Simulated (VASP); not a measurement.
Computed with PBE GGA, VASP's PBE PAW potentials (set 64) (plane waves; VASP).

VASP ran on this input.

File POSCAR:
```
NiO
1
    4.1924057174     2.0930439707     2.0930439707
    2.0930439707     4.1924057174     2.0930439707
    2.0930439707     2.0930439707     4.1924057174
Ni O
2 2
Direct
  1.0000000000   0.0000000000   0.0000000000
  0.5000000000   0.5000000000   0.5000000000
  0.2500000000   0.2500000000   0.2500000000
  0.7500000000   0.7500000000   0.7500000000
```

INCAR:
```
ENCUT = 520
LASPH = .TRUE.
SYSTEM = NiO
LORBIT = 10
NELM = 100
IBRION = 2
ISMEAR = 0   # Gaussian
ALGO = Normal
NSW = 60   # most ionic steps
EDIFFG = -0.02
ISIF = 3
GGA = PE   # PBE
SIGMA = 0.05   # width (eV)
LMAXMIX = 4   # l cut-off of mixed one-centre charges
LREAL = .FALSE.
ISPIN = 2   # spin-polarised
LWAVE = .FALSE.
EDIFF = 1E-6   # SCF stop (eV)
MAGMOM = 2.0 -2.0 0.0 0.0
LCHARG = .FALSE.
PREC = Accurate
```

KPOINTS:
```
K-points
0
Gamma
  8 8 8
0 0 0
```

POTCAR, in this order: Ni O (PBE.64 set). Program: vasp_std.

### Question
What will the output report for the number of irreducible k-points (NKPTS), largest plane-wave count, number of space-group operations, FFT grid (NGX, NGY, NGZ)?

### Answer

| Quantity | Value |
|---|---|
| number of irreducible k-points (NKPTS) | 65 |
| largest plane-wave count | 1031 |
| number of space-group operations | 12 |
| FFT grid (NGX, NGY, NGZ) | 40 × 40 × 40 |

The compound is NiO in the rock salt, AFM-II order structure. This run relaxes it. Symmetry was kept, so distortions that lower it aren't found. The start is the result of an earlier pass.
